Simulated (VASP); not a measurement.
A run of VASP 6.6.1 is set up as follows.

The input INCAR:

```
ALGO = Normal
EDIFF = 1E-6
ENCUT = 520
GGA = CA
ISIF = 2
ISMEAR = 0
LASPH = T
LCHARG = F
LREAL = F
LWAVE = F
NBANDS = 16
NELM = 100
PREC = Accurate
SIGMA = 0.05
```

Contents of KPOINTS:

```
k-points
0
Gamma
  4 4 4
```

The input POSCAR:

```
Mg3SbAs
1.0
    5.7369092281      0.0000000000      0.0000000000
    0.0000000000      5.7369092281      0.0000000000
    0.0000000000      0.0000000000      5.7369092281
As Sb Mg
1 1 3
Direct
    0.0000000000      0.0000000000      0.0000000000
    0.5000000000      0.5000000000      0.5000000000
    0.5000000000      0.5000000000      0.0000000000
    0.5000000000      0.0000000000      0.5000000000
    0.0000000000      0.5000000000      0.5000000000
```

Potentials or basis: VASP PAW LDA potentials, release 64 (As, Sb, Mg).

Launch:

```console
$ cat potpaw_LDA.64/As/POTCAR potpaw_LDA.64/Sb/POTCAR potpaw_LDA.64/Mg/POTCAR > POTCAR
$ mpirun -np 1 vasp_std > vasp.out
```

Question: What does it give for the pressure?

Answer: -6.2 GPa.

Question: Estimate the band gap on the k mesh.

Answer: None (metal or under the smearing width).

The run has no spin-orbit coupling, so splittings on Sb are missing.
